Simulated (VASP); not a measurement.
# HPbNO4 (P1) in VASP: equation of state

Aim: energy against volume of HPbNO4 in PBE, for its equilibrium volume and stiffness.

Everything below comes from runs of VASP 6.6.1. Logs are shortened: lines on timing, memory, paths and dates and some standing lists are left out, and cuts for length are marked.

## (1) The structure

The typed cell holds 7 atoms: a = 3.831 Å, b = 4.309 Å, c = 5.944 Å, α = 81.87°, β = 83.26°, γ = 87.68°.

The cell was built by a generator and needn't be a form met in nature.

## (2) Equation of state, PBE, 13.22 Å³/atom (volume scaled by 0.94)

INCAR reads:

```
PREC = Accurate
ENCUT = 520
EDIFF = 1E-7
ISMEAR = -1
SIGMA = 0.05
LREAL = F
LASPH = T
NELM = 60
ALGO = Normal
ISIF = 2
LWAVE = F
LCHARG = F
GGA = PE
NBANDS = 31
KPAR = 4
```

KPOINTS reads:

```
Automatic mesh
0
Gamma
  7 6 5
```

POSCAR reads:

```
HPbNO4
1.0
    3.7783321923      0.0017436633     -0.0358332599
    0.1699875774      4.2458788462     -0.0161337832
    0.7425556580      0.8216082570      5.7566553182
H Pb N O
1 1 1 4
Direct
    0.6151100000      0.8955900000      0.1984400000
    0.6459700000      0.4465100000      0.9168500000
    0.7147400000      0.2381000000      0.5005800000
    0.1695800000      0.4700700000      0.7776800000
    0.6291900000      0.9704500000      0.4984500000
    0.5642400000      0.9258300000      0.0384900000
    0.7802200000      0.4225000000      0.3195100000
```

Potentials or basis: VASP PAW PBE potentials, release 64 (H, Pb_d, N, O).

Launch:

```bash
> cat potpaw_PBE.64/H/POTCAR potpaw_PBE.64/Pb_d/POTCAR potpaw_PBE.64/N/POTCAR potpaw_PBE.64/O/POTCAR > POTCAR
> mpirun -np 4 vasp_std > vasp.out
```

OUTCAR:

```text
PREC = Accurate
   ENCUT = 520
   EDIFF = 1E-7
   ISMEAR = -1
   LREAL = F
   LASPH = T
   NELM = 60
   ISIF = 2
   GGA = PE

 Found    106 irreducible k-points:

 Following reciprocal coordinates:
            Coordinates               Weight
  0.000000  0.000000  0.000000      1.000000
  0.142857  0.000000 -0.000000      2.000000
  0.285714 -0.000000 -0.000000      2.000000
  0.428571  0.000000 -0.000000      2.000000
 -0.000000  0.166667  0.000000      2.000000
  0.142857  0.166667  0.000000      2.000000
   k-points           NKPTS =    106   k-points in BZ     NKDIM =    106   number of bands    NBANDS=     31
   number of dos      NEDOS =    301   number of ions     NIONS =      7
   total plane-waves  NPLWV =  43008
   dimension x,y,z NGX =    28 NGY =   32 NGZ =   48
   dimension x,y,z NGXF=    56 NGYF=   64 NGZF=   96
   ions per type =               1   1   1   4
   NGX,Y,Z   is equivalent  to a cutoff of  12.32, 12.52, 13.61 a.u.
   NGXF,Y,Z  is equivalent  to a cutoff of  24.64, 25.04, 27.22 a.u.
 SYSTEM =  unknown system
   PREC   = accura    normal or accurate (medium, high low for compatibility)
   ISTART =      0    job   : 0-new  1-cont  2-samecut
   ICHARG =      2    charge: 1-file 2-atom 10-const
   ISPIN  =      1    spin polarized calculation?
   LNONCOLLINEAR =      F non collinear calculations
   LSORBIT =      F    spin-orbit coupling
   LASPH  =      T    aspherical Exc in radial PAW
   ENCUT  =  520.0 eV  38.22 Ry    6.18 a.u.   7.03  7.90 10.90*2*pi/ulx,y,z
   NELM   =     60;   NELMIN=  2; NELMDL= -5     # of ELM steps
   EDIFF  = 0.1E-06   stopping-criterion for ELM
   LREAL  =      F    real-space projection
   EDIFFG = 0.1E-05   stopping-criterion for IOM
   NSW    =      0    number of steps for IOM
   IBRION =     -1    ionic relax: 0-MD 1-quasi-New 2-CG
   NFREE  =      0    steps in history (QN), initial steepest desc. (CG)
   ISIF   =      2    stress and relaxation
   ISYM   =      2    0-nonsym 1-usesym 2-fastsym
   POTIM  = 0.5000    time-step for ionic-motion
   TEBEG  =    0.0;   TEEND  =   0.0 temperature during run
   PSTRESS=    0.0 pullay stress
   NELECT =      44.0000    total number of electrons
   NUPDOWN=      -1.0000    fix difference up-down
   EMIN   =  10.00;   EMAX   =-10.00  energy-range for DOS
   EFERMI =   0.00;   METHOD = LEGACY
   ISMEAR =    -1;   SIGMA  =   0.05  broadening in eV -4-tet -1-fermi 0-gaus
   EFERMI_NEDOS =   21; number of points for ismear=-14 and -15
   IALGO  =     38    algorithm
   IMIX   =      4    mixing-type and parameters
     AMIX     =   0.40;   BMIX     =  1.00
     AMIX_MAG =   1.60;   BMIX_MAG =  1.00
  volume/ion in A,a.u.               =      13.22        89.18
  Fermi-wavevector in a.u.,A,eV,Ry     =   1.277914  2.414907 22.219180  1.633064
  Thomas-Fermi vector in A             =   2.410486
   LORBIT       =      0    0 simple, 1 ext, 2 COOP (PROOUT), +10 PAW based schemes
   GGA     = PE    functional components
   LHFCALC =     F    Hartree Fock is set to
   AEXX    =    0.0000 exact exchange contribution
   IVDW    =     0    specifies the selected vdW correction
   LEPSILON=     F    determine dielectric tensor
   LRPA    =     F    only Hartree local field effects (RPA)
 non-spin polarized calculation
  energy-cutoff  :      520.00
  volume of cell :       92.51
 maximum number of plane-waves:      2516
   NGX = 15   NGY = 15   NGZ = 21

 number of electron      44.0000010 magnetization

 Free energy of the ion-electron system (eV)
  ---------------------------------------------------
  ext. energy  EPLUGINS =         0.00000000
  ---------------------------------------------------
  free energy    TOTEN  =       -38.49804205 eV

  energy without entropy =      -38.49764468  energy(sigma->0) =      -38.49784337

 E-fermi :   1.6833     XC(G=0):  -9.0639

 val. band max:        1.4199453978   @ k =  -0.4286  -0.3333   0.2000
 cond. band min:       1.8657881247   @ k =   0.0000   0.0000   0.4000
 fundamental gap:      0.4458427269
 Fermi energy:         1.6832801596

 k-point     1 :       0.0000    0.0000    0.0000
  band No.  band energies     occupation
      1     -24.1749      2.00000
      2     -19.5980      2.00000
      3     -17.5637      2.00000
      4     -17.0339      2.00000
      5     -14.5807      2.00000
      6     -14.4499      2.00000
      7     -14.3235      2.00000
      8     -14.2099      2.00000
      9     -12.8369      2.00000
     10      -8.9535      2.00000
     11      -6.3394      2.00000
     12      -5.8686      2.00000
     13      -5.6155      2.00000
     14      -4.4122      2.00000
     15      -2.6275      2.00000
     16      -2.2528      2.00000
     17      -1.8322      2.00000
     18      -1.0091      2.00000
     19      -0.3361      2.00000
     20       0.0437      2.00000
     21       0.2833      2.00000
     22       0.6699      2.00000
     23       2.7983      0.00000
     24       4.4163      0.00000
     25       6.7854      0.00000
     26       8.5138      0.00000
     27      10.5849      0.00000
     28      11.1154      0.00000
     29      12.2111      0.00000
     30      12.9881      0.00000
     31      13.4664      0.00000

 k-point     2 :       0.1429    0.0000   -0.0000
  band No.  band energies     occupation
      1     -24.1710      2.00000
      2     -19.5967      2.00000
      3     -17.5582      2.00000
      4     -16.9272      2.00000
      5     -14.5871      2.00000
      6     -14.4484      2.00000
      7     -14.3100      2.00000
      8     -14.2223      2.00000
      9     -12.8762      2.00000
     10      -8.9461      2.00000
     11      -6.3534      2.00000
     12      -6.0174      2.00000
     13      -5.6848      2.00000
     14      -4.5439      2.00000
     15      -2.9392      2.00000
     16      -2.4647      2.00000
     17      -1.4142      2.00000
     18      -1.0171      2.00000
     19      -0.3329      2.00000
     20       0.0060      2.00000
     21       0.3197      2.00000
     22       0.8809      2.00000
     23       2.8770      0.00000
     24       4.3872      0.00000
     25       7.1035      0.00000
     26       8.6082      0.00000
     27      10.4613      0.00000
     28      10.9611      0.00000
     29      12.0564      0.00000
     30      12.7276      0.00000
     31      13.5140      0.00000

 k-point     3 :       0.2857   -0.0000   -0.0000
  band No.  band energies     occupation
      1     -24.1622      2.00000
      2     -19.5937      2.00000
      3     -17.5455      2.00000
      4     -16.6785      2.00000
      5     -14.5527      2.00000
      6     -14.4451      2.00000
      7     -14.2823      2.00000
      8     -14.2404      2.00000
      9     -13.0318      2.00000
     10      -8.9286      2.00000
     11      -6.6761      2.00000
     12      -6.1823      2.00000
     13      -5.8341      2.00000
     14      -4.7697      2.00000
     15      -3.2943      2.00000
     16      -2.3494      2.00000
     17      -1.3066      2.00000
     18      -0.9751      2.00000
     19      -0.3396      2.00000
     20      -0.0316      2.00000
     21       0.3703      2.00000
     22       1.2239      1.99980
     23       3.0017      0.00000
     24       4.3800      0.00000
     25       7.7859      0.00000
     26       8.7540      0.00000
     27      10.2009      0.00000
     28      10.7806      0.00000
     29      11.7960      0.00000
     30      12.5769      0.00000
     31      13.5693      0.00000

 k-point     4 :       0.4286    0.0000   -0.0000
  band No.  band energies     occupation
      1     -24.1552      2.00000
      2     -19.5912      2.00000
      3     -17.5354      2.00000
      4     -16.4754      2.00000
      5     -14.4626      2.00000
      6     -14.4423      2.00000
      7     -14.2862      2.00000
      8     -14.1727      2.00000
      9     -13.2849      2.00000
     10      -8.9132      2.00000
     11      -7.1311      2.00000
     12      -6.1714      2.00000
     13      -5.9493      2.00000
     14      -4.8687      2.00000
     15      -3.3924      2.00000
     16      -2.2458      2.00000
     17      -1.3459      2.00000
     18      -0.9561      2.00000
     19      -0.3557      2.00000
     20      -0.0262      2.00000
     21       0.4176      2.00000
     22       1.3909      1.99424
     23       3.0153      0.00000
     24       4.4641      0.00000
     25       8.1523      0.00000
     26       8.8373      0.00000
     27       9.9635      0.00000
     28      11.1122      0.00000
     29      11.5951      0.00000
     30      12.4226      0.00000
     31      13.3604      0.00000

 k-point     5 :      -0.0000    0.1667    0.0000
  band No.  band energies     occupation
      1     -24.1633      2.00000
      2     -19.6292      2.00000
      3     -17.5091      2.00000
      4     -17.0338      2.00000
      5     -14.5803      2.00000
      6     -14.4609      2.00000
      7     -14.2867      2.00000
      8     -14.2111      2.00000
      9     -12.9042      2.00000
     10      -8.9443      2.00000
     11      -6.4888      2.00000
     12      -5.7789      2.00000
     13      -5.5868      2.00000
     14      -4.4112      2.00000
     15      -3.4193      2.00000
     16      -2.0352      2.00000
     17      -1.3582      2.00000
     18      -0.8524      2.00000
     19      -0.3364      2.00000
     20       0.0406      2.00000
     21       0.2529      2.00000
     22       0.7752      2.00000
     23       2.8432      0.00000
     24       4.4353      0.00000
     25       6.7684      0.00000
     26       8.6482      0.00000
     27      10.2211      0.00000
     28      11.2303      0.00000
     29      12.2143      0.00000
     30      12.8521      0.00000
     31      13.5898      0.00000

 k-point     6 :       0.1429    0.1667    0.0000
  band No.  band energies     occupation
      1     -24.1595      2.00000
      2     -19.6282      2.00000
      3     -17.5028      2.00000
      4     -16.9274      2.00000
      5     -14.5919      2.00000
      6     -14.4589      2.00000
      7     -14.2746      2.00000
      8     -14.2242      2.00000
      9     -12.9313      2.00000
     10      -8.9407      2.00000
     11      -6.5116      2.00000
     12      -5.8957      2.00000
     13      -5.6571      2.00000
     14      -4.5945      2.00000
     15      -3.5883      2.00000
     16      -2.0999      2.00000
     17      -1.2514      2.00000
     18      -0.8253      2.00000
     19      -0.3112      2.00000
     20      -0.0105      2.00000
     21       0.2800      2.00000
     22       0.9791      2.00000
     23       2.9382      0.00000
     24       4.4204      0.00000
     25       7.0644      0.00000
     26       8.7128      0.00000
     27       9.9906      0.00000
     28      11.1726      0.00000
     29      12.1936      0.00000
     30      12.6247      0.00000
     31      13.5462      0.00000

 [... further k-points ...]

------------------------ aborting loop because EDIFF is reached ----------------------------------------

  FORCE on cell =-STRESS in cart. coord.  units (eV):
  Direction    XX          YY          ZZ          XY          YZ          ZX
  --------------------------------------------------------------------------------------
  -------------------------------------------------------------------------------------
  Total        2.9333556      5.7606475      4.2579142      1.2747081     -1.1539789      0.1025595
  in kB       50.8045724     99.7721625     73.7454094     22.0774452    -19.9864640      1.7762904
  external PRESSURE =      74.7740481 kB  Pullay stress =       0.0000000 kB

 VOLUME and BASIS-vectors are now :
 -----------------------------------------------------------------------------
  energy-cutoff  :      520.00
  volume of cell :       92.51
      direct lattice vectors                 reciprocal lattice vectors
     3.778332192  0.001743663 -0.035833260     0.264363072 -0.010707783 -0.032572159
     0.169987577  4.245878846 -0.016133783    -0.000426765  0.235412124 -0.033543722
     0.742555658  0.821608257  5.756655318     0.001644376  0.000593121  0.173415220

 POSITION                                       TOTAL-FORCE (eV/Angst)
 -----------------------------------------------------------------------------------
      2.62368      3.96668      1.10586         0.294558     -0.015755      0.981636
      3.19740      2.65025      5.24764         0.002163      0.021256      0.021435
      3.11271      1.42347      2.85221         0.583159      1.391472      1.747243
      1.29811      2.63510      4.46318        -0.019815      0.029235     -0.356095
      2.91238      4.53104      2.83120        -0.867379     -2.658441      0.148413
      2.31785      3.96357      0.18642        -0.364886     -0.001747     -0.786387
      3.25700      2.05776      1.80453         0.372200      1.233979     -1.756246
 -----------------------------------------------------------------------------------
    total drift:                               -0.000779      0.001071      0.000372

  FREE ENERGIE OF THE ION-ELECTRON SYSTEM (eV)
  ---------------------------------------------------
  free  energy   TOTEN  =       -38.4980420523 eV

  energy  without entropy=      -38.4976446817  energy(sigma->0) =      -38.49784337
```

Run time: 62 s. Hardware: 4 MPI ranks of Intel Xeon Platinum 8488C (Sapphire Rapids), shared host; peak memory 0.39 GiB.

What came out:

```
Free energy            : -38.4980 eV
Pressure               : 7.5 GPa
Largest force          : 2.800 eV/Å
Band gap on the k mesh : 0.45 eV, indirect (least direct gap 0.73 eV)
```

Caveat: the standard files for N, O and F lose accuracy on very short bonds; spin-orbit coupling is left out, which as a rule narrows the gap of such compounds by several tenths of an eV; an odd mesh through Γ misses points on the zone boundary, where band edges often lie; forces of over 1 eV/Å show positions far from the minimum, so gaps and moduli don't describe the material at rest.

## (3) Equation of state, PBE, 13.50 Å³/atom (volume scaled by 0.96)

INCAR is that of step 2.

KPOINTS is that of step 2.

POSCAR: that of step 2 with these lines changed.

```diff
@@ -2,5 +2,5 @@
 1.0
-    3.7783321923      0.0017436633     -0.0358332599
-    0.1699875774      4.2458788462     -0.0161337832
-    0.7425556580      0.8216082570      5.7566553182
+    3.8049410422      0.0017559430     -0.0360856151
+    0.1711847125      4.2757803866     -0.0162474051
+    0.7477850955      0.8273944212      5.7971964801
 H Pb N O
```

Potentials or basis: VASP PAW PBE potentials, release 64 (H, Pb_d, N, O).

Launch:

```bash
> cat potpaw_PBE.64/H/POTCAR potpaw_PBE.64/Pb_d/POTCAR potpaw_PBE.64/N/POTCAR potpaw_PBE.64/O/POTCAR > POTCAR
> mpirun -np 4 vasp_std > vasp.out
```

It took 56 s on 4 MPI ranks of Intel Xeon Platinum 8488C (Sapphire Rapids), shared host; peak memory 0.39 GiB.

The run converged. Its results:

```yaml
Free_energy: -38.5774 eV
Pressure: 4.9 GPa
Largest_force: 2.017 eV/Å
Band_gap_on_the_k_mesh: 0.41 eV, indirect (least direct gap 0.67 eV)
```

Caveat: the standard files for N, O and F lose accuracy on very short bonds; spin-orbit coupling is left out, which as a rule narrows the gap of such compounds by several tenths of an eV; an odd mesh through Γ misses points on the zone boundary, where band edges often lie; forces of over 1 eV/Å show positions far from the minimum, so gaps and moduli don't describe the material at rest.

[end of part 1 of 2]
